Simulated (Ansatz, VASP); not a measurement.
# Cross-check of Na2Al2SiH2O7 between VASP and Ansatz, part 3 of 3

Aim: how closely do two programs agree when they are given the same cell, functional and k mesh? Of the first pair: The structure shown is the start of the Ansatz relaxation below; VASP solves that cell, so the two are compared at the walk's first step.

VASP 6.6.1 and Ansatz 0.2.0.

So far. Step 3 (VASP: single point, PBE with D3(BJ), start cell, pair 1): The run ends at a pressure of 6.21 GPa, with forces up to 6.9 eV/Å.

## (6) VASP: single point, PBE with D3(BJ), relaxed cell, pair 2

Level of this step: PBE with D3(BJ); plane waves and PAW (Si, Al, Na_pv, H, O) (VASP).

The same cell, functional, mesh and smearing now go to VASP, with its own data sets.

Contents of INCAR:

```
SYSTEM = Na2Al2SiH2O7
PREC = Accurate
ENCUT = 600
EDIFF = 1E-06
NELM = 120
ISMEAR = -1
SIGMA = 0.05
LREAL = .FALSE.
ALGO = Normal
GGA = PE
IVDW = 12
NBANDS = 88
LORBIT = 11
LWAVE = .FALSE.
LCHARG = .FALSE.
ISIF = 2
LASPH = .TRUE.
GGA_COMPAT = .FALSE.
EFERMI = MIDGAP
```

Contents of POSCAR:

```
Na2Al2SiH2O7
1.0
    7.2296562009      0.0000000000      0.0000000000
    0.0000000000      7.2296562009      0.0000000000
    0.0000000000      0.0000000000      7.2296562009
Si Al Na H O
2 4 4 4 14
Direct
    0.6761712944      0.1533238105      0.8669132535
    0.4466900037      0.4852826933      0.7837139192
    0.0795920809      0.6459843032      0.7343531234
    0.7388611123      0.5740978258      0.4270591190
    0.9491150413      0.4096480794      0.0790219798
    0.4975114825      0.8169380932      0.1111948995
    0.1779236629      0.1671247772      0.8318648418
    0.9594899520      0.8443362153      0.1945512378
    0.7318089475      0.7579155415      0.7869621253
    0.4277791279      0.8998141781      0.5021760509
    0.2707814146      0.3673893336      0.1590664933
    0.2671170292      0.0594472182      0.1721526085
    0.7252919773      0.1497351390      0.5559882272
    0.0883211959      0.9071816114      0.6059430739
    0.4922038472      0.2836344507      0.8833379777
    0.6774862948      0.0654186647      0.6495547339
    0.2921950383      0.9272873111      0.1959905090
    0.8706414747      0.2526551468      0.9029000674
    0.2376181102      0.4643356870      0.7061273567
    0.6475818122      0.9737577610      0.9951708614
    0.8104982946      0.4052343359      0.2737895289
    0.9764374012      0.6232125584      0.9568776493
    0.1791526864      0.8790420946      0.7022952425
    0.5905048760      0.5187459259      0.6167297013
    0.4615529110      0.6487605426      0.9377399009
    0.6229052240      0.7507499567      0.3042015179
    0.9255132542      0.6760252474      0.5483734863
    0.1643634529      0.2927064975      0.1277165136
```

Contents of KPOINTS:

```
Automatic mesh
0
Gamma
1 1 1
0 0 0
```

PAW data sets: Si, Al, Na_pv, H and O (PBE family, release 64).

Launch:

```bash
$ mpirun -np 4 vasp_gam
```

Numbers of over 12 decimals in the logs are rounded to 6 here.

Output:

```text
[banner, memory and clock lines left out]
running    4 mpi-ranks, on    1 nodes
[...]
[... a notice as in an earlier step ...]

 LDA part: xc-table for (Slater+PW92), standard interpolation
 POSCAR, INCAR and KPOINTS ok, starting setup
[...]
entering main loop
       N       E                     dE             d eps       ncg     rms          rms(c)
DAV:   1     0.186861401469E+04    0.18686E+04   -0.79682E+04   176   0.183E+03
DAV:   2     0.834337411327E+02   -0.17852E+04   -0.16946E+04   200   0.483E+02
DAV:   3    -0.187786743465E+03   -0.27122E+03   -0.26638E+03   200   0.205E+02
DAV:   4    -0.203915011643E+03   -0.16128E+02   -0.15977E+02   208   0.548E+01
[...]
DAV:  15    -0.176635870533E+03   -0.88788E-05   -0.48561E-05   200   0.344E-02    0.110E-02
DAV:  16    -0.176635874127E+03   -0.35942E-05   -0.71467E-06   200   0.135E-02    0.478E-03
DAV:  17    -0.176635874110E+03    0.17371E-07   -0.18558E-06   144   0.710E-03
   1 F= -.18009072E+03 E0= -.18009072E+03  d E =-.770235E-14
```

OUTCAR, selected parts (step 6):

```text
 Edisp (eV)   -3.45484

  Total       3.11352     1.09432    -4.63257     0.04490     2.28051    -0.77010
  in kB      13.20106     4.63984   -19.64174     0.19039     9.66917    -3.26515
  external pressure =       -0.60 kB  Pullay stress =        0.00 kB

 POSITION                                       TOTAL-FORCE (eV/Angst)
 -----------------------------------------------------------------------------------
      4.88849      1.10848      6.26748        -0.024561     -0.070429      0.015995
      3.22942      3.50843      5.66598         0.017444     -0.000117      0.015334
      0.57542      4.67024      5.30912         0.039383     -0.023923      0.011100
      5.34171      4.15053      3.08749        -0.044349      0.017806     -0.004188
      6.86178      2.96161      0.57130        -0.002591     -0.046452     -0.009513
      3.59684      5.90618      0.80390        -0.027469      0.023983     -0.019646
      1.28633      1.20825      6.01410        -0.002505     -0.003403      0.005581
      6.93678      6.10426      1.40654         0.010986      0.013333      0.007059
      5.29073      5.47947      5.68947        -0.013864      0.000952     -0.000354
      3.09270      6.50535      3.63056        -0.002240      0.010306     -0.006093
      1.95766      2.65610      1.15000         0.096318      0.061636      0.027260
      1.93116      0.42978      1.24460        -0.039015      0.064408      0.006312
      5.24361      1.08253      4.01960         0.045509      0.051719     -0.104305
      0.63853      6.55861      4.38076        -0.057666      0.070489     -0.121739
[...]
-----------------------------------------------------------------------------------
    total drift:                               -0.000398     -0.000878     -0.000967

  FREE ENERGIE OF THE ION-ELECTRON SYSTEM (eV)
  ---------------------------------------------------
  free  energy   TOTEN  =      -180.0907153283 eV

  energy  without entropy=     -180.0907153283  energy(sigma->0) =     -180.09071533

[... 1 part as in an earlier step ...]

[... 2 further parts left out ...]
[key lines of the parts left out:]
E-fermi :   2.2058
```

The run ends at a pressure of -0.06 GPa, with forces up to 0.15 eV/Å.

## (7) Comparison

What differs besides the data sets and the points named for the pairs above, as far as they apply: the data sets hold 144 valence electrons in Ansatz (on its default PAW (the set named soft_2) files) and 136 in VASP; the cutoff is 420 eV in Ansatz and 600 eV in VASP; Ansatz's pressure holds a Pulay correction, VASP's none. Total energies have different zeros and are not compared.

Both answers:

| quantity | Ansatz | VASP | difference |
| --- | --- | --- | --- |
| pressure (GPa) | 0.02 | -0.06 | +0.08 |
| gap on the k mesh (eV) | 3.453 | 3.448 | +0.005 |

Forces on 7 of the 28 atoms, those with the largest forces and the largest differences (eV/Å; atoms numbered as in POSCAR):

| atom | Ansatz x, y, z | VASP x, y, z |
| --- | --- | --- |
| Si1 | -0.007, -0.031, 0.022 | -0.025, -0.070, 0.016 |
| H11 | -0.002, 0.011, -0.004 | 0.096, 0.062, 0.027 |
| H13 | 0.014, 0.010, -0.017 | 0.046, 0.052, -0.104 |
| H14 | 0.021, 0.036, -0.032 | -0.058, 0.070, -0.122 |
| O17 | 0.001, -0.018, 0.012 | 0.036, -0.086, 0.012 |
| O23 | -0.022, -0.006, -0.015 | 0.042, -0.045, 0.063 |
| O28 | -0.001, 0.005, -0.010 | -0.088, -0.033, -0.034 |

The forces differ by 35 meV/Å r.m.s., which is 89.9 % of the r.m.s. force of 0.039 eV/Å (both taken over all components). A gap on the mesh is an upper bound, since the band edges may lie between its points.

## (8) Summary of results

| Quantity | Value |
| --- | --- |
| r.m.s. force difference (single point, PBE with D3(BJ), start cell, pair 1) | 2.8 % of the r.m.s. force |
| r.m.s. force difference (single point, PBE with D3(BJ), relaxed cell, pair 2) | 35 meV/Å |

The r.m.s. force difference is 35 meV/Å (single point, PBE with D3(BJ), relaxed cell, pair 2), beyond the 12 meV/Å picked in this series as the mark of a large difference. The data sets hold unlike numbers of valence electrons (144 in Ansatz and 136 in VASP), so part of the differences comes from the potentials. What causes the difference of the single point, PBE with D3(BJ), relaxed cell, pair 2 pair stays open here. Such differences can come from data sets, numerical settings and the points named under the comparisons, not from the functional's error against experiment.

[Lines on the potential files, build, host, timing and source positions are cut from VASP's logs without a mark.]

[Logs are printed without paths, hosts, clocks, repeated set-up lines and the standing remarks that a program may print on its own settings, such as how far it seeks lower states.]

[Hosts, paths, dates, database ids (printed as entryN), source tags and the programs' standing remarks are cut or masked in the printed files.]
